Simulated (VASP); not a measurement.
# CaO: a GW gap and what it depends on, part 2 of 2

Aim: test the GW correction to the gap of CaO. The starting structure is a measured crystal structure from the Crystallography Open Database. Cell and atoms stay as given.

VASP 6.6.1.

Results so far: G0W0 (response cutoff 100 eV, 4×4×4 mesh) 5.83 eV; G0W0 (response cutoff 160 eV, 4×4×4 mesh) 5.95 eV; G0W0 (response cutoff 240 eV, 4×4×4 mesh) 6.06 eV.

## Step 5: GW0 with iterated eigenvalues (response cutoff 160 eV, 4×4×4 mesh)

Level of this step: evGW0 on LDA; plane waves and PAW (Ca_sv_GW, O_GW) (VASP).

It reads the orbitals and their derivatives (WAVECAR and WAVEDER) of a run with the empty bands, which follows a ground-state run; neither is shown.

INCAR reads:

```
SYSTEM = CaO
PREC = Accurate
ENCUT = 440
ISMEAR = 0
SIGMA = 0.01
LREAL = .FALSE.
GGA = CA
NBANDS = 132
ALGO = EVGW0
NELMGW = 4
ENCUTGW = 160
NOMEGA = 40
PRECFOCK = Fast
NBANDSGW = 16
LWAVE = .FALSE.
LCHARG = .FALSE.
```

POSCAR reads:

```
CaO
1.0
    0.0000000000      2.4087000000      2.4087000000
    2.4087000000      0.0000000000      2.4087000000
    2.4087000000      2.4087000000      0.0000000000
Ca O
1 1
Direct
    0.0000000000      0.0000000000      0.0000000000
    0.5000000000      0.5000000000      0.5000000000
```

KPOINTS reads:

```
Automatic mesh
0
Gamma
4 4 4
0 0 0
```

The projector-augmented-wave data sets are Ca_sv_GW and O_GW (LDA family, release 64).

Command:

```
> mpirun -np 4 vasp_std
```

Output:

```text
[banner, memory and clock lines left out]
running    4 mpi-ranks, on    1 nodes
[...]
[... a notice as in an earlier step ...]

 LDA part: xc-table for (Slater(with rela. corr.)+CA(PZ))
 , standard interpolation
 found WAVECAR, reading the header
 POSCAR, INCAR and KPOINTS ok, starting setup
[...]
reading WAVECAR
 the WAVECAR file was read successfully
 initial charge from wavefunction
 available memory per node:     73.29 GB, setting MAXMEM to     75044

 The Fermi energy was updated, please check that it is located mid-gap
 values below the HOMO (VB) or above the LUMO (CB) will cause erroneous energies
 E-fermi :   5.9041

 calculate exact exchange contribution
 the WAVEDER file was read successfully
energies w=
    0.000    0.000    1.558    0.000    3.107    0.000    4.638    0.000
    6.145    0.000    7.624    0.000    9.071    0.000   10.485    0.000
   11.869    0.000   13.225    0.000   14.557    0.000   15.869    0.000
[...]
total number of BLAS operations         95.03 Gflops
NQ=   4    0.2500    0.2500    0.0000,
|.........|.........|.........|.........|.........|.........|.........|.........
 performed        991000 updates of chi_q(r,r)
 total number of BLAS operations        135.11 Gflops
NQ=   5    0.5000    0.2500    0.0000,
|.........|.........|.........|.........|.........|.........|.........|.........
 performed       1371000 updates of chi_q(r,r)
 total number of BLAS operations        181.90 Gflops
NQ=   6   -0.2500    0.2500    0.0000,
|.........|.........|.........|.........|.........|.........|.........|.........
 performed       1709000 updates of chi_q(r,r)
 total number of BLAS operations        230.48 Gflops
NQ=   7    0.5000    0.5000    0.0000,
|.........|.........|.........|.........|.........|.........|.........|.........
 performed       1928000 updates of chi_q(r,r)
 total number of BLAS operations        254.16 Gflops
NQ=   8   -0.2500    0.5000    0.2500,
|.........|.........|.........|.........|.........|.........|.........|.........
 performed       2215000 updates of chi_q(r,r)
 total number of BLAS operations        285.10 Gflops
 resolving degeneracies of screened two electron integrals

 calculate QP shifts <psi_nk| G(iteration)W_0 |psi_nk>: iteration 4
 entering main loop
```

Run time: 33 s. Hardware: 4 MPI ranks of Intel Xeon 6975P-C (Granite Rapids), shared host; peak memory 0.61 GiB.

From OUTCAR (step 5):

```text
 QP shifts <psi_nk| G(iteration)W_0 |psi_nk>: iteration 2
 k-point   1 :       0.0000    0.0000    0.0000
  band No. old QP-enery  QP-energies   sigma(KS)   T+V_ion+V_H  V^pw_x(r,r')   Z            occupation Imag(sigma)
    ...
      5     -12.9283     -13.4814     -21.5881       7.8218     -30.4113       0.6600       2.0000       1.1701
      6       3.3627       3.2014     -20.2572      23.4039     -24.3771       0.7464       2.0000       0.2635
      7       3.3627       3.2014     -20.2572      23.4039     -24.3771       0.7464       2.0000       0.2635
      8       3.3627       3.2014     -20.2572      23.4039     -24.3771       0.7464       2.0000       0.2635
      9       9.7097       9.8919     -10.1653      20.0961      -6.3004       0.8239       0.0000      -0.1632
     10      12.5069      12.8658     -11.2609      24.2200      -6.4848       0.7937       0.0000      -0.2389
     11      12.5069      12.8658     -11.2609      24.2200      -6.4848       0.7937       0.0000      -0.2389
     12      12.5069      12.8658     -11.2609      24.2200      -6.4848       0.7937       0.0000      -0.2389
    ...

 QP shifts <psi_nk| G(iteration)W_0 |psi_nk>: iteration 3
 k-point   1 :       0.0000    0.0000    0.0000
  band No. old QP-enery  QP-energies   sigma(KS)   T+V_ion+V_H  V^pw_x(r,r')   Z            occupation Imag(sigma)
    ...
      5     -13.4814     -13.6231     -21.5184       7.8218     -30.4113       0.6584       2.0000       1.2067
      6       3.2014       3.1668     -20.2487      23.4039     -24.3771       0.7473       2.0000       0.2639
      7       3.2014       3.1668     -20.2487      23.4039     -24.3771       0.7473       2.0000       0.2639
      8       3.2014       3.1668     -20.2487      23.4039     -24.3771       0.7473       2.0000       0.2639
      9       9.8919       9.9221     -10.1676      20.0961      -6.3004       0.8250       0.0000      -0.1624
     10      12.8658      12.9242     -11.2807      24.2200      -6.4848       0.7954       0.0000      -0.2403
     11      12.8658      12.9242     -11.2807      24.2200      -6.4848       0.7954       0.0000      -0.2403
     12      12.8658      12.9242     -11.2807      24.2200      -6.4848       0.7954       0.0000      -0.2403
    ...

 QP shifts <psi_nk| G(iteration)W_0 |psi_nk>: iteration 4
 k-point   1 :       0.0000    0.0000    0.0000
  band No. old QP-enery  QP-energies   sigma(KS)   T+V_ion+V_H  V^pw_x(r,r')   Z            occupation Imag(sigma)
    ...
      5     -13.6231     -13.6590     -21.4995       7.8218     -30.4113       0.6584       2.0000       1.2180
      6       3.1668       3.1592     -20.2473      23.4039     -24.3771       0.7474       2.0000       0.2639
      7       3.1668       3.1592     -20.2473      23.4039     -24.3771       0.7474       2.0000       0.2639
      8       3.1668       3.1592     -20.2473      23.4039     -24.3771       0.7474       2.0000       0.2639
      9       9.9221       9.9268     -10.1684      20.0961      -6.3004       0.8249       0.0000      -0.1622
     10      12.9242      12.9335     -11.2842      24.2200      -6.4848       0.7954       0.0000      -0.2411
     11      12.9242      12.9335     -11.2842      24.2200      -6.4848       0.7954       0.0000      -0.2411
     12      12.9242      12.9335     -11.2842      24.2200      -6.4848       0.7954       0.0000      -0.2411
    ...

[... 3 parts as in an earlier step ...]

[... 1 further part left out ...]
[key lines of the parts left out:]
E-fermi :   5.9041
```

GW0 with iterated eigenvalues (response cutoff 160 eV, 4×4×4 mesh): the quasiparticle gap on this mesh is 6.478 eV, +3.005 eV from the LDA gap on the same points, with 132 bands.

## Step 6: G0W0 (response cutoff 100 eV, 5×5×5 mesh)

It reads the orbitals and their derivatives (WAVECAR and WAVEDER) of a run with the empty bands, which follows a ground-state run; neither is shown.

INCAR: that of step 5 with these lines changed.

```diff
@@ -7,6 +7,6 @@
 GGA = CA
-NBANDS = 132
+NBANDS = 64
 ALGO = EVGW0
-NELMGW = 4
-ENCUTGW = 160
+NELMGW = 1
+ENCUTGW = 100
 NOMEGA = 40
```

POSCAR is that of step 5.

KPOINTS reads:

```
Automatic mesh
0
Gamma
5 5 5
0 0 0
```

Command:

```
> mpirun -np 4 vasp_std
```

Output:

```text
[banner, memory and clock lines left out]
running    4 mpi-ranks, on    1 nodes
[...]
[... a notice as in an earlier step ...]

 LDA part: xc-table for (Slater(with rela. corr.)+CA(PZ))
 , standard interpolation
 found WAVECAR, reading the header
 POSCAR, INCAR and KPOINTS ok, starting setup
[...]
reading WAVECAR
 the WAVECAR file was read successfully
 initial charge from wavefunction
 available memory per node:     68.17 GB, setting MAXMEM to     69808

 The Fermi energy was updated, please check that it is located mid-gap
 values below the HOMO (VB) or above the LUMO (CB) will cause erroneous energies
 E-fermi :   5.9930

 calculate exact exchange contribution
 the WAVEDER file was read successfully
energies w=
    0.000    0.000    1.560    0.000    3.111    0.000    4.645    0.000
    6.155    0.000    7.635    0.000    9.084    0.000   10.501    0.000
   11.887    0.000   13.244    0.000   14.578    0.000   15.892    0.000
[...]
total number of BLAS operations         37.46 Gflops
NQ=   6   -0.4000    0.2000    0.0000,
|.........|.........|.........|.........|.........|.........|.........|.........
 performed       1548000 updates of chi_q(r,r)
 total number of BLAS operations         48.71 Gflops
NQ=   7   -0.2000    0.2000    0.0000,
|.........|.........|.........|.........|.........|.........|.........|.........
 performed       1834000 updates of chi_q(r,r)
 total number of BLAS operations         57.23 Gflops
NQ=   8    0.4000    0.4000    0.0000,
|.........|.........|.........|.........|.........|.........|.........|.........
 performed       2058000 updates of chi_q(r,r)
 total number of BLAS operations         64.59 Gflops
NQ=   9   -0.4000    0.4000    0.0000,
|.........|.........|.........|.........|.........|.........|.........|.........
 performed       2344000 updates of chi_q(r,r)
 total number of BLAS operations         72.83 Gflops
NQ=  10   -0.4000    0.4000    0.2000,
|.........|.........|.........|.........|.........|.........|.........|.........
 performed       2691000 updates of chi_q(r,r)
 total number of BLAS operations         83.17 Gflops
 resolving degeneracies of screened two electron integrals

 calculate QP shifts <psi_nk| G(iteration)W_0 |psi_nk>: iteration 1
 entering main loop
```

The job ended after 11 s (4 MPI ranks; peak memory 0.58 GiB).

Parts of OUTCAR (step 6):

```text
 QP shifts <psi_nk| G(iteration)W_0 |psi_nk>: iteration 1
 for sc-GW calculations column KS-energies equals QP-energies in previous step
 and V_xc(KS)=  KS-energies - (<T + V_ion + V_H > + <T+V_H+V_ion>^1  + <V_x>^1)
 k-point   1 :       0.0000    0.0000    0.0000
  band No.  KS-energies  QP-energies   sigma(KS)   V_xc(KS)     V^pw_x(r,r')   Z            occupation Imag(sigma)
    ...
      5     -11.0195     -12.8882     -21.6170     -18.8340     -30.4113       0.6715       2.0000       1.1045
      6       4.1621       3.5900     -19.9992     -19.2341     -24.3285       0.7478       2.0000       0.2592
      7       4.1621       3.5900     -19.9992     -19.2341     -24.3285       0.7478       2.0000       0.2592
      8       4.1621       3.5900     -19.9992     -19.2341     -24.3285       0.7478       2.0000       0.2592
      9       8.6843       9.7483     -10.1120     -11.4107      -6.3583       0.8194       0.0000      -0.1645
     10      10.2656      12.6497     -10.9789     -13.9557      -6.5008       0.8009       0.0000      -0.2236
     11      10.2656      12.6497     -10.9789     -13.9557      -6.5008       0.8009       0.0000      -0.2236
     12      10.2656      12.6497     -10.9789     -13.9557      -6.5008       0.8009       0.0000      -0.2236
    ...

[... 1 part as in an earlier step ...]

[... 2 further parts left out ...]
[key lines of the parts left out:]
E-fermi :   5.9930
```

G0W0 (response cutoff 100 eV, 5×5×5 mesh): the quasiparticle gap on this mesh is 6.044 eV, +2.382 eV from the LDA gap on the same points, with 64 bands.

## Step 7: The runs compared

```csv
run,LDA gap on the mesh (eV),GW gap (eV),correction (eV),bands
"G0W0 (response cutoff 100 eV, 4×4×4 mesh)",3.473,5.826,2.353,64
"G0W0 (response cutoff 160 eV, 4×4×4 mesh)",3.473,5.948,2.475,132
"G0W0 (response cutoff 240 eV, 4×4×4 mesh)",3.473,6.064,2.591,236
"GW0 with iterated eigenvalues (response cutoff 160 eV, 4×4×4 mesh)",3.473,6.478,3.005,132
"G0W0 (response cutoff 100 eV, 5×5×5 mesh)",3.662,6.044,2.382,64
```

## Step 8: Results

| Quantity | Value |
| --- | --- |
| gap, G0W0 (response cutoff 100 eV, 4×4×4 mesh) | 5.826 eV |
| gap, G0W0 (response cutoff 160 eV, 4×4×4 mesh) | 5.948 eV |
| gap, G0W0 (response cutoff 240 eV, 4×4×4 mesh) | 6.064 eV |
| gap, GW0 with iterated eigenvalues (response cutoff 160 eV, 4×4×4 mesh) | 6.478 eV |
| gap, G0W0 (response cutoff 100 eV, 5×5×5 mesh) | 6.044 eV |

What this shows: The correction to the LDA gap of CaO is +2.353 eV at a response cutoff of 100 eV, +2.475 eV at a response cutoff of 160 eV, +2.591 eV at a response cutoff of 240 eV. The number of bands rises with the cutoff. On a 5×5×5 mesh in place of 4×4×4 the correction is +2.382 eV against +2.353 eV. The LDA gap lies between other k-points on the two meshes (0.0000 0.0000 0.0000 to 0.4000 0.4000 0.0000 against 0.0000 0.0000 0.0000 to 0.5000 0.5000 0.0000), so the two corrections belong to different transitions. Iterating the eigenvalues in G raises the gap by +0.530 eV. From a response cutoff of 160 to 240 eV the correction still moves by +0.116 eV, so cutoff and bands aren't shown to be converged. The LDA gap along the bands, from another run on this structure, is 3.463 eV. On the 4×4×4 mesh it is 3.473 eV, so this mesh comes close to the edges. On the 5×5×5 mesh it is 3.662 eV, so this mesh misses the band edges. Further runs on this material are not shown.

[Lines on the potential files, build, host, timing and source positions are cut from VASP's logs without a mark.]

[Logs are printed without paths, hosts, clocks, repeated set-up lines and the standing remarks that a program may print on its own settings, such as how far it seeks lower states.]

[Hosts, paths, dates, database ids (printed as entryN), source tags and the programs' standing remarks are cut or masked in the printed files.]
